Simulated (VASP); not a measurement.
Level of theory: PBE GGA, VASP's PBE PAW potentials (set 64) (plane waves; VASP 6.6.1).

VASP ran on this input.

### KPOINTS
```
Automatic mesh
0
Gamma
10 10 8
0 0 0
```

### INCAR
```
! general
SYSTEM  = MgB2
PREC    = Accurate
ENCUT   = 600   ! plane-wave cut-off (eV)
LREAL   = .FALSE.   ! projection in real space or not
LASPH   = .TRUE.

! electronic loop
EDIFF   = 1E-7   ! SCF stop (eV)
NELM    = 100   ! most electronic steps
ALGO    = Normal   ! blocked Davidson

! smearing
ISMEAR  = 1
SIGMA   = 0.1

! functional
GGA     = PE   ! PBE

! ions
IBRION  = 2
NSW     = 40
ISIF    = 3
EDIFFG  = -0.01   ! ionic stop
PSTRESS = 300

! output
LWAVE   = .FALSE.
LCHARG  = .FALSE.
```

**POSCAR**
```
MgB2
1
    1.5410674568    -2.6692066392    -0.0000000000
    1.5410674568     2.6692066392    -0.0000000000
    0.0000000000    -0.0000000000     3.5031296128
Mg B
1 2
Direct
  0.0000000000   0.0000000000   0.0000000000
  0.3333330000   0.6666670000   0.5000000000
  0.6666670000   0.3333330000   0.5000000000
```

POTCAR, in this order: Mg B (PBE.64 set). Program: vasp_std.

Energy and stress use the plane-wave basis of the starting cell.

**Question.** Estimate the energy per atom (σ→0), volume per atom, band gap (on the k-mesh).

**Answer.** 
| Quantity | Result |
|---|---|
| energy per atom (σ→0) | -4.992 eV/atom |
| band gap (on the k-mesh) | none (metal, semimetal or under 0.01 eV) |
| volume per atom | 8.21 Å^3/atom |

### OSZICAR
```
...
   6 F= -.10367159E+02 E0= -.10366988E+02  d E =-.197433E-01
       N       E                     dE             d eps       ncg     rms          rms(c)
DAV:   1    -0.149763063652E+02    0.16071E-02   -0.21250E-03  1448   0.362E-01    0.313E-02
DAV:   2    -0.149762555231E+02    0.50842E-04   -0.10217E-04  1480   0.682E-02    0.115E-02
DAV:   3    -0.149762485908E+02    0.69324E-05   -0.25050E-05  1264   0.296E-02    0.217E-03
DAV:   4    -0.149762484152E+02    0.17551E-06   -0.76477E-07  1328   0.758E-03    0.496E-04
DAV:   5    -0.149762484025E+02    0.12725E-07   -0.42307E-08   784   0.134E-03
   7 F= -.10367209E+02 E0= -.10367049E+02  d E =-.197936E-01
```

The compound is MgB2 in the AlB2 type structure. This run relaxes it under an external pressure of 30 GPa. Symmetry was kept, so distortions that lower it aren't found.
